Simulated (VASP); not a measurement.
# ZnCdSO: structure and properties in VASP, part 2 of 2

Aim: relax ZnCdSO, then compute properties on the relaxed cell. The cell is invented: it takes the structure of a Materials Project entry for ZnCdSeS (space group 156 there), with some of its atoms replaced by other elements, volume scaled by an estimate. It may not be a known or stable phase.

VASP 6.6.1, plane waves and PAW; the level of theory is named at each step.

So far, gap on the k-mesh (eV): step 2 (rough relaxation of the start cell, r2SCAN) 0.643; step 3 (full relaxation (r2SCAN)) 0.620; step 4 (density, ELF and potential (r2SCAN)) 0.619; step 6 (density of states (r2SCAN)) 0.621; step 7 (a semilocal run for the hybrid's start, PBE) 0.224.

## (8) Band structure (HSE06)

This step: HSE06; plane waves and PAW (Cd, Zn, S, O); invented cell (VASP 6.6.1).

HSE06 mixes in a quarter of exact exchange at short range, at far higher cost; in semiconductors this cures much of the gap error, while metals seldom gain.

Input file INCAR:

```
SYSTEM = ZnCdSO
PREC = Accurate
ENCUT = 520
EDIFF = 1E-06
NELM = 100
ISMEAR = 0
SIGMA = 0.05
LREAL = .FALSE.
ALGO = Normal
LHFCALC = .TRUE.
AEXX = 0.25
GGA = PE
HFSCREEN = 0.2
LASPH = .TRUE.
NBANDS = 24
PRECFOCK = Fast
LORBIT = 11
LWAVE = .FALSE.
LCHARG = .FALSE.
KPAR = 2
```

Input file POSCAR:

```
ZnCdSO
1.0
    3.7355713009      0.0000000000      0.0000000000
   -1.8677856505      3.2350998977      0.0000000000
    0.0000000000      0.0000000000      5.9552773176
Cd Zn S O
1 1 1 1
Direct
    0.0000000000      0.0000000000      0.4654295487
    0.3333333300      0.6666666700      0.0314759406
    0.0000000000      0.0000000000      0.8949359676
    0.3333333300      0.6666666700      0.3601585432
```

Input file KPOINTS:

```
Automatic mesh
0
Gamma
4 4 3
0 0 0
```

Input file KPOINTS_OPT:

```
Line mode
6
Line-mode
Reciprocal
  0.00000000   0.00000000   0.00000000 GAMMA
  0.50000000   0.00000000   0.00000000 M

  0.50000000   0.00000000   0.00000000 M
  0.33333333   0.33333333   0.00000000 K

  0.33333333   0.33333333   0.00000000 K
  0.00000000   0.00000000   0.00000000 GAMMA

  0.00000000   0.00000000   0.00000000 GAMMA
  0.00000000   0.00000000   0.50000000 A

  0.00000000   0.00000000   0.50000000 A
  0.50000000   0.00000000   0.50000000 L

  0.50000000   0.00000000   0.50000000 L
  0.33333333   0.33333333   0.50000000 H

  0.33333333   0.33333333   0.50000000 H
  0.00000000   0.00000000   0.50000000 A

  0.50000000   0.00000000   0.50000000 L
  0.50000000   0.00000000   0.00000000 M

  0.33333333   0.33333333   0.00000000 K
  0.33333333   0.33333333   0.50000000 H
```

The projector-augmented-wave data sets are Cd, Zn, S and O (PBE family, release 64).

The WAVECAR or CHGCAR of an earlier step is read.

Command:

```
mpirun -np 2 vasp_std
```

Run time: 12 min. Hardware: 2 MPI ranks of Intel Xeon 6975P-C (Granite Rapids), shared host; peak memory 0.65 GiB; 23 min of CPU time.

The k-mesh is coarse for exact exchange; levels may shift by about 0.1 eV on a finer one.

Numbers from this step:

| Property | Result |
| --- | --- |
| SCF cycles | 10 |
| free energy (TOTEN) | -18.48 eV |
| Fermi energy | 1.075 eV |
| least gap on mesh and path | 1.396 eV |
| least direct gap on mesh and path | 1.397 eV |

Electronic bands along the path, in eV, zero at the valence-band top; v1 is the highest filled band, c1 the lowest empty one:

```csv
point,v4,v3,v2,v1,c1,c2,c3,c4
Γ,-1.47,-0.60,0.00,0.00,1.40,5.19,8.74,8.74
0.40 of the way,-1.87,-1.74,-0.84,-0.39,2.80,6.37,8.06,8.92
M,-3.20,-2.62,-1.79,-1.02,5.38,5.70,6.58,7.57
0.60 of the way,-3.48,-2.80,-2.00,-1.77,5.98,6.56,7.44,7.90
K,-3.75,-2.53,-2.24,-2.13,6.32,6.52,8.05,8.30
0.60 of the way,-2.35,-1.79,-0.94,-0.62,3.15,6.97,7.85,8.28
Γ,-1.47,-0.60,0.00,0.00,1.40,5.19,8.74,8.74
0.40 of the way,-1.43,-1.30,-0.03,-0.03,2.21,5.20,8.50,8.73
A,-1.36,-1.36,-0.10,-0.10,3.80,5.08,6.78,8.73
0.40 of the way,-1.72,-1.68,-1.41,-0.58,4.46,6.02,7.08,8.19
L,-2.31,-2.21,-1.34,-1.22,4.71,5.49,7.28,7.97
0.40 of the way,-2.71,-2.22,-1.82,-1.10,5.05,6.27,7.44,8.05
H,-3.43,-2.82,-2.02,-0.97,6.16,6.57,7.25,8.28
0.60 of the way,-1.95,-1.72,-1.43,-0.87,4.64,6.37,7.23,8.18
A,-1.36,-1.36,-0.10,-0.10,3.80,5.08,6.78,8.73
jump to L,-2.31,-2.21,-1.34,-1.22,4.71,5.49,7.28,7.97
0.40 of the way,-2.55,-2.43,-1.35,-1.21,4.84,5.58,6.80,8.53
M,-3.20,-2.62,-1.79,-1.02,5.38,5.70,6.58,7.57
jump to K,-3.75,-2.53,-2.24,-2.13,6.32,6.52,8.05,8.30
0.60 of the way,-3.73,-2.50,-2.20,-1.35,6.55,6.62,6.70,8.81
H,-3.43,-2.82,-2.02,-0.97,6.16,6.57,7.25,8.28
```

Of the projections kept (Cd, Zn, S, O), the largest for each band there; the rest of the weight can lie on other orbitals:

```csv
point,v4,v3,v2,v1,c1,c2,c3,c4
Γ,O 0.71,O 0.47,S 0.67,S 0.67,Cd 0.59,Zn 0.58,Zn 0.91,Zn 0.91
M,O 0.37,O 0.62,S 0.39,S 0.51,Cd 0.44,Zn 0.55,Zn 0.32,O 0.41
K,O 0.62,O 0.63,S 0.71,O 0.44,Cd 0.55,Cd 0.47,Zn 0.56,O 0.44
Γ,O 0.71,O 0.47,S 0.67,S 0.67,Cd 0.59,Zn 0.58,Zn 0.91,Zn 0.91
A,O 0.77,O 0.77,S 0.74,S 0.74,Cd 0.49,Zn 0.46,Cd 0.44,Zn 0.92
L,O 0.74,O 0.63,S 0.66,S 0.52,Cd 0.40,Zn 0.59,Cd 0.54,Cd 0.48
```

Force by atom:

```csv
atom,x (eV/Å),y (eV/Å),z (eV/Å),size
Cd1,0.000,0.000,0.027,0.027
Zn2,0.000,0.000,0.004,0.004
S3,0.000,0.000,-0.128,0.128
O4,0.000,0.000,0.097,0.097
```

The gap moves by +0.78 eV against r2SCAN, which ran on another mesh.

## (9) Volume scan with r2SCAN

This step: r2SCAN; plane waves and PAW (Cd, Zn, S, O); invented cell (VASP 6.6.1).

An equation of state needs energies on both sides of the minimum, all on one mesh and cutoff.

Input file INCAR:

```
SYSTEM = ZnCdSO
PREC = Accurate
ENCUT = 520
EDIFF = 1E-06
NELM = 100
ISMEAR = 0
SIGMA = 0.05
LREAL = .FALSE.
ALGO = Normal
METAGGA = R2SCAN
LASPH = .TRUE.
NBANDS = 24
LORBIT = 11
LWAVE = .FALSE.
LCHARG = .FALSE.
KPAR = 2
ISIF = 2
```

Input file POSCAR:

```
ZnCdSO
1.0
    3.6593137545      0.0000000000      0.0000000000
   -1.8296568773      3.1690589201      0.0000000000
    0.0000000000      0.0000000000      5.8337069339
Cd Zn S O
1 1 1 1
Direct
    0.0000000000      0.0000000000      0.4654295487
    0.3333333300      0.6666666700      0.0314759406
    0.0000000000      0.0000000000      0.8949359676
    0.3333333300      0.6666666700      0.3601585432
```

Input file KPOINTS:

```
Automatic mesh
0
Gamma
7 7 4
0 0 0
```

Command:

```
mpirun -np 2 vasp_std
```

Wall time 43 s (2 MPI ranks); peak memory 0.43 GiB; 82 s of CPU time.

The scan keeps the cell's shape and the fractional positions fixed.

Numbers from this step:

```
SCF cycles                     : 16
irreducible k-points           : 28
free energy (TOTEN)            : -47.31 eV
Fermi energy                   : 2.138 eV
pressure                       : 6.532 GPa
gap on the k-mesh              : 0.6556 eV
least direct gap on the k-mesh : 0.6556 eV
```

Force by atom:

```csv
atom,x (eV/Å),y (eV/Å),z (eV/Å),size
Cd1,0.000,0.000,0.108,0.108
Zn2,0.000,0.000,-0.203,0.203
S3,0.000,0.000,-0.114,0.114
O4,0.000,0.000,0.209,0.209
```

The pressure here is 6.53 GPa.

## (10) Volume scan with r2SCAN (run 2)

INCAR is that of step 9.

Input file POSCAR:

```
ZnCdSO
1.0
    3.6850844187      0.0000000000      0.0000000000
   -1.8425422094      3.1913769717      0.0000000000
    0.0000000000      0.0000000000      5.8747907307
Cd Zn S O
1 1 1 1
Direct
    0.0000000000      0.0000000000      0.4654295487
    0.3333333300      0.6666666700      0.0314759406
    0.0000000000      0.0000000000      0.8949359676
    0.3333333300      0.6666666700      0.3601585432
```

KPOINTS is that of step 9.

Command:

```
mpirun -np 2 vasp_std
```

Elapsed: 42 s, on 2 MPI ranks; peak memory 0.43 GiB; 80 s of CPU time.

Numbers from this step:

```
free energy (TOTEN)            : -47.36 eV
Fermi energy                   : 1.944 eV
pressure                       : 4.093 GPa
gap on the k-mesh              : 0.6448 eV
least direct gap on the k-mesh : 0.6448 eV
```

Force by atom:

```csv
atom,x (eV/Å),y (eV/Å),z (eV/Å),size
Cd1,0.000,0.000,0.067,0.067
Zn2,0.000,0.000,-0.129,0.129
S3,0.000,0.000,-0.075,0.075
O4,0.000,0.000,0.137,0.137
```

The pressure falls from 6.53 to 4.09 GPa.

The run ends at a pressure of 4.09 GPa, with forces up to 0.14 eV/Å.

## (11) Volume scan with r2SCAN (run 3)

INCAR is that of step 10.

Input file POSCAR:

```
ZnCdSO
1.0
    3.7104995971      0.0000000000      0.0000000000
   -1.8552497986      3.2133871636      0.0000000000
    0.0000000000      0.0000000000      5.9153078092
Cd Zn S O
1 1 1 1
Direct
    0.0000000000      0.0000000000      0.4654295487
    0.3333333300      0.6666666700      0.0314759406
    0.0000000000      0.0000000000      0.8949359676
    0.3333333300      0.6666666700      0.3601585432
```

KPOINTS is that of step 10.

Command:

```
mpirun -np 2 vasp_std
```

The job ended after 42 s (2 MPI ranks; peak memory 0.43 GiB; 80 s of CPU time).

The pressure falls from 4.09 to 1.91 GPa.

The run ends at a pressure of 1.91 GPa, with forces up to 0.070 eV/Å.

## (12) Volume scan with r2SCAN (run 4)

INCAR is that of step 11.

Input file POSCAR:

```
ZnCdSO
1.0
    3.7355713009      0.0000000000      0.0000000000
   -1.8677856505      3.2350998977      0.0000000000
    0.0000000000      0.0000000000      5.9552773176
Cd Zn S O
1 1 1 1
Direct
    0.0000000000      0.0000000000      0.4654295487
    0.3333333300      0.6666666700      0.0314759406
    0.0000000000      0.0000000000      0.8949359676
    0.3333333300      0.6666666700      0.3601585432
```

KPOINTS is that of step 11.

Command:

```
mpirun -np 2 vasp_std
```

Elapsed: 42 s, on 2 MPI ranks; peak memory 0.43 GiB.

The pressure falls from 1.91 to -0.04 GPa.

The run ends at a pressure of -0.04 GPa, with forces up to 0.0077 eV/Å.

## (13) Volume scan with r2SCAN (run 5)

INCAR is that of step 12.

Input file POSCAR:

```
ZnCdSO
1.0
    3.7603109047      0.0000000000      0.0000000000
   -1.8801554524      3.2565250247      0.0000000000
    0.0000000000      0.0000000000      5.9947173896
Cd Zn S O
1 1 1 1
Direct
    0.0000000000      0.0000000000      0.4654295487
    0.3333333300      0.6666666700      0.0314759406
    0.0000000000      0.0000000000      0.8949359676
    0.3333333300      0.6666666700      0.3601585432
```

KPOINTS is that of step 12.

Command:

```
mpirun -np 2 vasp_std
```

Wall time 42 s (2 MPI ranks); peak memory 0.44 GiB; 81 s of CPU time.

The pressure falls from -0.04 to -1.78 GPa.

The run ends at a pressure of -1.78 GPa, with forces up to 0.050 eV/Å.

## (14) Volume scan with r2SCAN (run 6)

INCAR is that of step 13.

Input file POSCAR:

```
ZnCdSO
1.0
    3.7847291921      0.0000000000      0.0000000000
   -1.8923645961      3.2776718837      0.0000000000
    0.0000000000      0.0000000000      6.0336452167
Cd Zn S O
1 1 1 1
Direct
    0.0000000000      0.0000000000      0.4654295487
    0.3333333300      0.6666666700      0.0314759406
    0.0000000000      0.0000000000      0.8949359676
    0.3333333300      0.6666666700      0.3601585432
```

KPOINTS is that of step 13.

Command:

```
mpirun -np 2 vasp_std
```

Run time: 46 s. Hardware: 2 MPI ranks; peak memory 0.43 GiB; 88 s of CPU time.

The pressure falls from -1.78 to -3.32 GPa.

The run ends at a pressure of -3.32 GPa, with forces up to 0.099 eV/Å.

## (15) Volume scan with r2SCAN (run 7)

A prediction first. A parabola through the 6 pressures of evenly scaled cells so far, P = -0.04 -92.3 t +224 t² GPa with t = ln(V/V₁) and V₁ the volume at scale 1, gives -4.66 GPa at t = +0.0583.

INCAR is that of step 14.

Input file POSCAR:

```
ZnCdSO
1.0
    3.8088363975      0.0000000000      0.0000000000
   -1.9044181988      3.2985493375      0.0000000000
    0.0000000000      0.0000000000      6.0720771141
Cd Zn S O
1 1 1 1
Direct
    0.0000000000      0.0000000000      0.4654295487
    0.3333333300      0.6666666700      0.0314759406
    0.0000000000      0.0000000000      0.8949359676
    0.3333333300      0.6666666700      0.3601585432
```

KPOINTS is that of step 14.

Command:

```
mpirun -np 2 vasp_std
```

The job ended after 48 s (2 MPI ranks; peak memory 0.44 GiB).

The pressure falls from -3.32 to -4.71 GPa. The parabola predicted -4.66 GPa, +0.05 GPa off.

## (16) Comparing the runs

Times are for 2 MPI ranks of Intel Xeon 6975P-C (Granite Rapids), shared host. Results by setting:

```csv
no.,volume scale,energy above the lowest point (meV/atom),pressure (GPa),gap on the k-mesh (eV),time,memory (GiB)
1,0.94,21.08,6.532,0.6556,43 s,0.43
2,0.96,9.04,4.093,0.6448,42 s,0.43
3,0.98,2.2,1.914,0.6327,42 s,0.43
4,1,0,-0.03715,0.6194,42 s,0.43
5,1.02,1.95,-1.784,0.6052,42 s,0.44
6,1.04,7.63,-3.321,0.59,46 s,0.43
7,1.06,16.65,-4.714,0.5740,48 s,0.44
```

## (17) Fit for r2SCAN

This step: Birch-Murnaghan fit, r2SCAN; plane waves and PAW; invented cell (VASP 6.6.1).

Derived from the runs above.

This step gave:

- pressure derivative of the bulk modulus: 4.526
- r.m.s. error of the fit: 1.51e-6 eV/atom
- minimum inside the sampled range: yes
- bulk modulus: 92.37 GPa
- equilibrium volume of the fit: 18.00 Å³/atom

The energy above the fitted minimum by volume:

```csv
volume (Å³/atom),energy above the fitted minimum (eV/atom)
16.913,0.0211
17.273,0.00905
17.633,0.00220
17.992,3.3e-6
18.352,0.00196
18.712,0.00764
19.072,0.0167
```

The fitted volume lies +0.02 % from the relaxed one. The atoms bear forces along the scan, since they were held; freeing them would lower the modulus.

## (18) What came out

```json
{"relaxed volume": "17.99 Å³/atom", "relaxed conventional cell a, b, c": "3.736, 3.736, 5.955 Å; angles 90.0, 90.0, 120.0°", "space group after relaxing, within 0.02 Å": "P3m1 (No. 156)", "band gap": "0.619 eV, direct", "gap among the points of the DOS mesh alone, an upper bound": "0.621 eV", "band gap (HSE06)": "1.40 eV, direct", "bulk modulus from the fit": "92.4 GPa", "volume from the fit": "18.0 Å³/atom"}
```

What this shows: With r2SCAN, ZnCdSO relaxes to 17.99 Å³/atom in space group P3m1 (held by the symmetry of the run), has a direct gap of 0.619 eV (1.40 eV with HSE06) and has a bulk modulus of 92.4 GPa at fixed shape and positions, an upper bound. Band structure (r2SCAN): On this path the gap is direct, 0.62 eV, with the valence top at Γ and the conduction bottom at Γ. Band structure (HSE06): On this path the gap is direct, 1.40 eV, with the valence top at Γ and the conduction bottom at Γ. The other levels ran on the cell relaxed with r2SCAN, and without spin-orbit coupling unless named. Semilocal functionals usually underestimate gaps. Spin-orbit coupling is left out; it would split some degenerate bands. No search among competing phases was made. All values are for a static lattice at zero temperature.

[Lines on the potential files, build, host, timing and source positions are cut from VASP's logs without a mark.]

[Logs are printed without paths, hosts, clocks, repeated set-up lines and the standing remarks that a program may print on its own settings, such as how far it seeks lower states.]

[Hosts, paths, dates, database ids (printed as entryN), source tags and the programs' standing remarks are cut or masked in the printed files.]

[A measured line is paired with the nearest computed mode of its activity, which favours agreement.]
